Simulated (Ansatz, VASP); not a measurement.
**One calculation of LiSi2N2, two programs**

```
CELL_PARAMETERS angstrom
3.42224 0.00000 0.00000
-1.71112 2.96375 0.00000
0.00000 0.00000 5.61446
ATOMIC_POSITIONS crystal
Li 0.00000 0.00000 0.00000
Si 0.33333 0.66667 0.22650
Si 0.66667 0.33333 0.77350
N 0.33333 0.66667 0.60700
N 0.66667 0.33333 0.39300
```

Change from the starting cell: species swapped into the Y2H2C type (P-3m1, No. 164).

Alike in both runs: task single point; functional PBE; k mesh 6 × 6 × 4; occupations gaussian, width 0.1 eV; no spin polarisation.

```csv
,VASP,Ansatz
version,VASP 6.6.1,Ansatz 0.2.0
potentials or method,"VASP PAW PBE potentials, release 64 (Li_sv, Si, N)","scalar-relativistic, plane waves, PAW"
plane-wave cutoff (eV),520,420
valence electrons in the cell,21,21
```

|  | VASP | Ansatz | Ansatz less VASP |
| --- | --- | --- | --- |
| gap on the k mesh at the Fermi level (eV) | none | none | - |
| rms of the force components (eV/Å) | 2.470 | 2.469 | -0.0014 |

Atom by atom the forces differ by 0.002 eV/Å (rms over components). A gap of «none» marks a metal or a gap that the smearing closes. With one functional, cell and mesh, what is left measures potentials, basis and numerics.

Caveats: forces of over 1 eV/Å show positions far from the minimum, so gaps and moduli don't describe the material at rest.
